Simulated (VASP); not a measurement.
Calculation: LDA (Ceperley-Alder, Perdew-Zunger), VASP's LDA PAW potentials (set 64) (plane waves; VASP).

The input files of a VASP run:

**POSCAR**
```
GaN
3.1592520
  0.4999999398  -0.8660252879   0.0000000000
  0.4999999398   0.8660252879   0.0000000000
  0.0000000000   0.0000000000   1.6280955797
Ga N
2 2
Direct
  0.6666670000   0.3333330000   0.5000507569
  0.3333330000   0.6666670000   0.0000507569
  0.6666670000   0.3333330000   0.8769492431
  0.3333330000   0.6666670000   0.3769492431
```

KPOINTS:
```
k-points along high-symmetry lines
10
Line-mode
Reciprocal
  0.000000   0.000000   0.000000 ! GAMMA
  0.000000   0.500000   0.000000 ! M

  0.000000   0.500000   0.000000 ! M
 -0.333333   0.666667   0.000000 ! K

 -0.333333   0.666667   0.000000 ! K
  0.000000   0.000000   0.000000 ! GAMMA

  0.000000   0.000000   0.000000 ! GAMMA
  0.000000   0.000000   0.500000 ! A

  0.000000   0.000000   0.500000 ! A
  0.000000   0.500000   0.500000 ! L

  0.000000   0.500000   0.500000 ! L
 -0.333333   0.666667   0.500000 ! H

 -0.333333   0.666667   0.500000 ! H
  0.000000   0.000000   0.500000 ! A

  0.000000   0.500000   0.500000 ! L
  0.000000   0.500000   0.000000 ! M

 -0.333333   0.666667   0.500000 ! H
 -0.333333   0.666667   0.000000 ! K
```

INCAR:
```
SYSTEM = GaN
PREC = Accurate
ENCUT = 520
EDIFF = 1E-7
NELM = 100
ALGO = Normal
LREAL = .FALSE.
LASPH = .TRUE.
ISMEAR = 0
SIGMA = 0.05
LMAXMIX = 4
LWAVE = .FALSE.
LCHARG = .FALSE.
LORBIT = 11
ICHARG = 11
```

POTCAR, in this order: Ga_d N (LDA.64 set). Program: vasp_std. Read from the step before: CHGCAR.

What VASP printed:

File OUTCAR:
```
 ion  position               nearest neighbor table
   1  0.667  0.333  0.500-   4 1.93   4 1.93   4 1.93   3 1.94
   2  0.333  0.667  0.000-   3 1.93   3 1.93   3 1.93   4 1.94
   3  0.667  0.333  0.877-   2 1.93   2 1.93   2 1.93   1 1.94
   4  0.333  0.667  0.377-   1 1.93   1 1.93   1 1.93   2 1.94
  LATTYP: Found a hexagonal cell.
 ALAT       =     3.1592515878
 C/A-ratio  =     1.6280957922
 Subroutine PRICEL returns:
 Original cell was already a primitive cell.
 Subroutine GETGRP returns: Found 12 space group operations
The static configuration has the point symmetry C_3v.
 The point group associated with its full space group is C_6v.
The dynamic configuration has the point symmetry C_3v.
 Subroutine INISYM returns: Found 12 space group operations
   k-points           NKPTS =     90   k-points in BZ     NKDIM =     90   number of bands    NBANDS=     22
   number of dos      NEDOS =    301   number of ions     NIONS =      4
   total plane-waves  NPLWV =  23040
   dimension x,y,z NGX =    24 NGY =   24 NGZ =   40
   dimension x,y,z NGXF=    48 NGYF=   48 NGZF=   80
   ions per type =               2   2
   PREC   = accura    normal or accurate (medium, high low for compatibility)
   ISTART =      0    job   : 0-new  1-cont  2-samecut
   ICHARG =     11    charge: 1-file 2-atom 10-const
   ISPIN  =      1    spin polarized calculation?
   LNONCOLLINEAR =      F non collinear calculations
   LSORBIT =      F    spin-orbit coupling
   INIWAV =      1    electr: 0-lowe 1-rand  2-diag
   ENCUT  =  520.0 eV  38.22 Ry    6.18 a.u.   5.87  5.87  9.56*2*pi/ulx,y,z
   NELM   =    100;   NELMIN=  2; NELMDL= -5     # of ELM steps
   EDIFF  = 0.1E-06   stopping-criterion for ELM
   LREAL  =      F    real-space projection
   NLSPLINE    = F    spline interpolate recip. space projectors
   LMAXMIX     =    4 max onsite mixed and CHGCAR
   VOSKOWN=      0    Vosko Wilk Nusair interpolation
   EDIFFG = 0.1E-05   stopping-criterion for IOM
   NSW    =      0    number of steps for IOM
   NBLOCK =      1;   KBLOCK =      1    inner block; outer block
   IBRION =     -1    ionic relax: 0-MD 1-quasi-New 2-CG
   NFREE  =      0    steps in history (QN), initial steepest desc. (CG)
   ISIF   =      2    stress and relaxation
   ISYM   =      2    0-nonsym 1-usesym 2-fastsym
   TEIN   =    0.0    initial temperature
   TEBEG  =    0.0;   TEEND  =   0.0 temperature during run
   SMASS  =  -3.00    Nose mass-parameter (am)
   PSTRESS=    0.0 pullay stress
   NELECT =      36.0000    total number of electrons
   EFERMI =   0.00;   METHOD = LEGACY
   ISMEAR =     0;   SIGMA  =   0.05  broadening in eV -4-tet -1-fermi 0-gaus
   IALGO  =     38    algorithm
   LDIAG  =      T    sub-space diagonalisation (order eigenvalues)
   IMIX   =      4    mixing-type and parameters
     AMIX     =   0.40;   BMIX     =  1.00
     AMIX_MAG =   1.60;   BMIX_MAG =  1.00
     AMIN     =   0.10
   GGA     = CA    functional components
   VOSKOWN =     0    Vosko Wilk Nusair interpolation
   LHFCALC =     F    Hartree Fock is set to
   LHFONE  =     F    Hartree Fock one center treatment
   AEXX    =    0.0000 exact exchange contribution
   IVDW    =     0    specifies the selected vdW correction
   LEPSILON=     F    determine dielectric tensor
   LRPA    =     F    only Hartree local field effects (RPA)
  energy-cutoff  :      520.00
  volume of cell :       44.46
      direct lattice vectors                 reciprocal lattice vectors
     1.579625810 -2.735992123  0.000000000     0.316530660 -0.182749064  0.000000000
     1.579625810  2.735992123  0.000000000     0.316530660  0.182749064  0.000000000
     0.000000000  0.000000000  5.143564216     0.000000000  0.000000000  0.194417715
 k-point     1 :   0.0000 0.0000 0.0000  plane waves:    1177
 k-point     2 :   0.0000 0.0556 0.0000  plane waves:    1189
 k-point     3 :   0.0000 0.1111 0.0000  plane waves:    1186
 k-point     4 :   0.0000 0.1667 0.0000  plane waves:    1180
 k-point     5 :   0.0000 0.2222 0.0000  plane waves:    1184
 k-point     6 :   0.0000 0.2778 0.0000  plane waves:    1198
...
```

**OSZICAR**
```
       N       E                     dE             d eps       ncg     rms          rms(c)
DAV:   1     0.264633196096E+03    0.26463E+03   -0.18494E+04  4190   0.310E+03
DAV:   2     0.581913209928E+01   -0.25881E+03   -0.25146E+03  4284   0.542E+02
DAV:   3    -0.257369367221E+02   -0.31556E+02   -0.31128E+02  4626   0.148E+02
DAV:   4    -0.268526816232E+02   -0.11157E+01   -0.11130E+01  5226   0.289E+01
DAV:   5    -0.268725442990E+02   -0.19863E-01   -0.19852E-01  4588   0.343E+00
DAV:   6    -0.268736002997E+02   -0.10560E-02   -0.10559E-02  6048   0.695E-01
DAV:   7    -0.268736114898E+02   -0.11190E-04   -0.11190E-04  4638   0.606E-02
DAV:   8    -0.268736118842E+02   -0.39441E-06   -0.39439E-06  5826   0.988E-03
DAV:   9    -0.268736118912E+02   -0.69695E-08   -0.69885E-08  3364   0.123E-03
   1 F= -.26873612E+02 E0= -.26873612E+02  d E =-.306599E-13
```

File OUTCAR:
```
 val. band max:        5.3716524335   @ k =   0.0000   0.0000   0.0000

 cond. band min:       7.4850884544   @ k =  -0.0000   0.0000   0.0000



 k-point     1 :       0.0000    0.0000    0.0000
  band No.  band energies     occupation
      1     -10.7157      2.00000
      2      -9.7547      2.00000
      3      -8.2038      2.00000
      4      -8.1880      2.00000
      5      -8.1880      2.00000
      6      -8.1221      2.00000
      7      -8.1221      2.00000
      8      -7.9143      2.00000
      9      -7.9143      2.00000
     10      -7.8072      2.00000
     11      -7.8072      2.00000
     12      -6.4407      2.00000
     13      -1.9376      2.00000
     14       4.2924      2.00000
     15       4.2925      2.00000
     16       5.3315      2.00000
     17       5.3716      2.00000
     18       5.3717      2.00000
     19       7.4851      0.00000
     20       9.7035      0.00000
     21      14.5718      0.00000
     22      15.2322      0.00000

 k-point     2 :       0.0000    0.0556    0.0000
  band No.  band energies     occupation
      1     -10.6828      2.00000
      2      -9.7463      2.00000
      3      -8.2018      2.00000
      4      -8.1830      2.00000
      5      -8.1773      2.00000
      6      -8.1187      2.00000
      7      -8.1154      2.00000
      8      -7.9172      2.00000
      9      -7.9148      2.00000
     10      -7.8135      2.00000
     11      -7.8064      2.00000
     12      -6.4169      2.00000
     13      -1.8915      2.00000
     14       4.0452      2.00000
     15       4.2224      2.00000
     16       5.0674      2.00000
     17       5.3011      2.00000
     18       5.3428      2.00000
     19       7.7613      0.00000
     20       9.9124      0.00000
     21      14.4988      0.00000
     22      14.9681      0.00000

 k-point     3 :       0.0000    0.1111    0.0000
  band No.  band energies     occupation
      1     -10.5876      2.00000
      2      -9.7232      2.00000
...
```

The density is held fixed in this step, so its total energy and stress have no physical meaning.

The compound is GaN in the wurtzite structure. It was relaxed first.
